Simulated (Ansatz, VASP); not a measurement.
# Si: VASP beside Ansatz, part 2 of 2

Wanted: the spread between two codes on one cell, functional and k mesh. The structure shown is frame 65 of Ansatz's trajectory.

VASP 6.6.1 and Ansatz 0.2.0.

So far: Set-up; Ansatz: dynamics, PBE.

**3. VASP: single point, PBE**

Level of this step: PBE; plane waves and PAW (Si) (VASP).

The same cell, functional, mesh and smearing now go to VASP, with its own data sets.

Lines of VASP's logs that name or quote its potential files are left out, and so is its time.

File INCAR:

```
SYSTEM = Si
PREC = Accurate
ENCUT = 400
EDIFF = 1E-06
NELM = 120
ISMEAR = -1
SIGMA = 0.05
LREAL = Auto
ALGO = Normal
GGA = PE
NBANDS = 208
LORBIT = 11
LWAVE = .FALSE.
LCHARG = .FALSE.
ISIF = 2
LASPH = .TRUE.
GGA_COMPAT = .FALSE.
NCORE = 2
```

File POSCAR:

```
Si
1.0
   11.5206000000      0.0000000000      0.0000000000
    0.0000000000     11.5206000000      0.0000000000
    0.0000000000      0.0000000000     11.5206000000
Si
76
Direct
    0.9579709390      0.2870249813      0.0673228825
    0.6548877663      0.3691648004      0.1445584431
    0.0708730448      0.0541812058      0.2051195250
    0.2926757287      0.2736663021      0.0525146260
    0.9146225023      0.3394701665      0.5753866986
    0.6918736871      0.0460566290      0.0370206413
    0.7142596740      0.3159470861      0.5987708973
    0.5093137510      0.8105567418      0.7675815496
    0.2296581775      0.5991267816      0.2975365866
    0.2415672795      0.8301043348      0.5785202160
    0.8640522195      0.6132753502      0.4312449004
    0.8269621374      0.6211221638      0.8119021579
    0.2376265125      0.1923771331      0.8846674652
    0.1153238547      0.4447251011      0.7492578512
    0.9615124212      0.0491293856      0.6936617884
    0.2730326545      0.3056090829      0.7114126000
    0.2943075881      0.8963422044      0.0375674878
    0.0346683332      0.1637067514      0.9039286148
    0.7478516744      0.5608301651      0.1200718713
    0.9480495808      0.5204850442      0.0818794160
    0.2871378227      0.8458847629      0.3728798847
    0.5398503550      0.9750186622      0.1445758033
    0.3453465965      0.3601461729      0.4976476920
    0.6060708644      0.2731541760      0.7785879208
    0.9532055622      0.7886308005      0.7712185129
    0.1820130896      0.5915316911      0.8749717897
    0.6354443345      0.3713348263      0.9400465254
    0.3110081072      0.7152839262      0.7364286582
    0.4102043296      0.7256479697      0.4681527004
    0.5519156988      0.7165512213      0.9435793275
    0.4097790046      0.1413294446      0.1698435845
    0.4671197681      0.2328350954      0.3633404510
    0.3235595368      0.4892106314      0.0067791608
    0.0074041283      0.6727166988      0.9583094630
    0.3295054077      0.0708296443      0.4320000694
    0.9885683037      0.9790375501      0.0276548096
    0.7900803778      0.1931843828      0.1576219989
    0.1772824332      0.2870423415      0.3956130757
    0.1316858497      0.2662014131      0.1807023940
    0.5412131313      0.5701091957      0.3911341423
    0.4782563408      0.0180112147      0.7831623353
    0.7412634759      0.6119906949      0.6221724563
    0.5432616357      0.8828967241      0.4782303005
    0.7925715675      0.8227349270      0.2659930906
    0.0800826346      0.4612867385      0.2354738468
    0.2790479663      0.0062062740      0.8591219207
    0.5019617034      0.5235578008      0.8774803396
    0.6625696578      0.0699963544      0.8368748155
    0.0909240838      0.8175529052      0.0735899172
    0.6491502179      0.9508011735      0.3190632432
    0.8184209156      0.8934517299      0.0598145930
    0.7761835321      0.0929552280      0.3435932156
    0.7410204330      0.7176796347      0.9718504245
    0.4806780897      0.4299168446      0.2487370449
    0.4523462320      0.7928406507      0.0845094874
    0.0437130011      0.7725552489      0.5821571793
    0.4337881708      0.5223078659      0.6876291165
    0.9562001979      0.7936999809      0.3914639863
    0.2659930906      0.9981337778      0.2115341215
    0.1274933597      0.7727375310      0.2745429926
    0.7860701700      0.9366699651      0.7347967988
    0.4919275038      0.0556307831      0.5720969394
    0.5955418989      0.4819106644      0.5658559450
    0.9670937278      0.0194347517      0.3912383036
    0.9532576428      0.3205822613      0.7836571012
    0.6373799976      0.1855285315      0.4670590073
    0.0237314029      0.4698453206      0.4326597573
    0.1513462840      0.9636998073      0.6916480044
    0.1048209295      0.5772268805      0.6045431662
    0.3810739024      0.5964967102      0.1589587348
    0.8321267990      0.4361404788      0.9120531917
    0.2727375310      0.5704824402      0.4992448310
    0.0167525997      0.1774560353      0.5196691145
    0.2182959221      0.1525094179      0.5849434925
    0.6683072062      0.8124229641      0.6189087374
    0.7157092513      0.6481867264      0.2932833359
```

File KPOINTS:

```
Automatic mesh
0
Gamma
1 1 1
0 0 0
```

The projector-augmented-wave data sets are Si (PBE family, release 64).

Command:

```bash
> mpirun -np 8 vasp_gam
```

Numbers of over 12 decimals in the logs are rounded to 6 here.

Output:

```text
[banner, memory and clock lines left out]
running    8 mpi-ranks, on    1 nodes
[...]
LDA part: xc-table for (Slater+PW92), standard interpolation
 POSCAR, INCAR and KPOINTS ok, starting setup
[...]
entering main loop
       N       E                     dE             d eps       ncg     rms          rms(c)
DAV:   1     0.126568003232E+04    0.12657E+04   -0.11221E+05   416   0.104E+03
DAV:   2    -0.230087513050E+03   -0.14958E+04   -0.13951E+04   536   0.192E+02
DAV:   3    -0.385352662002E+03   -0.15527E+03   -0.15008E+03   528   0.556E+01
DAV:   4    -0.389958036093E+03   -0.46054E+01   -0.45542E+01   512   0.113E+01
[...]
DAV:  16    -0.383047075527E+03   -0.40899E-05   -0.46932E-06   472   0.354E-03    0.306E-03
DAV:  17    -0.383047077310E+03   -0.17833E-05   -0.12717E-06   320   0.190E-03    0.134E-03
DAV:  18    -0.383047077846E+03   -0.53595E-06   -0.49310E-07   288   0.123E-03
   1 F= -.38304708E+03 E0= -.38294552E+03  d E =-.203112E+00
```

From OUTCAR (step 3):

```text
  FREE ENERGIE OF THE ION-ELECTRON SYSTEM (eV)
  ---------------------------------------------------
  free  energy   TOTEN  =      -383.0470778463 eV

  energy  without entropy=     -382.8439655761  energy(sigma->0) =     -382.94552171
```

The run ends at a pressure of -0.82 GPa, with forces up to 2.5 eV/Å.

**4. Side by side**

Known differences besides the potentials themselves: the cutoff is 420 eV in Ansatz and 400 eV in VASP (PREC = Accurate, projectors in real space). Total energies have different zeros and are not compared.

Forces on 10 of the 76 atoms, those with the largest forces and the largest differences (eV/Å; atoms numbered as in POSCAR):

```csv
atom,"Ansatz x, y, z","VASP x, y, z"
Si5,"0.346, 0.343, -0.162","0.343, 0.334, -0.160"
Si17,"-2.195, -0.036, -0.588","-2.192, -0.039, -0.584"
Si21,"-0.450, 1.853, -0.668","-0.449, 1.848, -0.664"
Si24,"0.460, -1.954, -1.377","0.464, -1.950, -1.372"
Si29,"1.176, -1.107, -0.330","1.172, -1.101, -0.337"
Si30,"-0.279, -0.837, -2.374","-0.276, -0.835, -2.371"
Si33,"0.104, -0.335, -1.949","0.108, -0.329, -1.944"
Si49,"1.990, 0.028, -0.163","1.989, 0.030, -0.163"
Si55,"-0.335, -0.065, 1.730","-0.335, -0.062, 1.719"
Si76,"-0.740, -1.539, 0.960","-0.735, -1.538, 0.958"
```

The forces differ by 3.4 meV/Å r.m.s., which is 0.5 % of the r.m.s. force of 0.711 eV/Å (both taken over all components).

**5. What came out**

```json
{
  "r.m.s. force difference (single point, PBE)": "0.48 % of the r.m.s. force"
}
```

What this shows: The r.m.s. force difference is 0.48 % of the r.m.s. force (single point, PBE), within the 3 % picked in this series as the mark of a large difference. 2 further runs of this series are not shown here. Such differences can come from data sets, numerical settings and the points named under the comparisons, not from the functional's error against experiment.

[Lines on the potential files, build, host, timing and source positions are cut from VASP's logs without a mark.]

[Logs are printed without paths, hosts, clocks, repeated set-up lines and the standing remarks that a program may print on its own settings, such as how far it seeks lower states.]

[Hosts, paths, dates, database ids (printed as entryN), source tags and the programs' standing remarks are cut or masked in the printed files.]
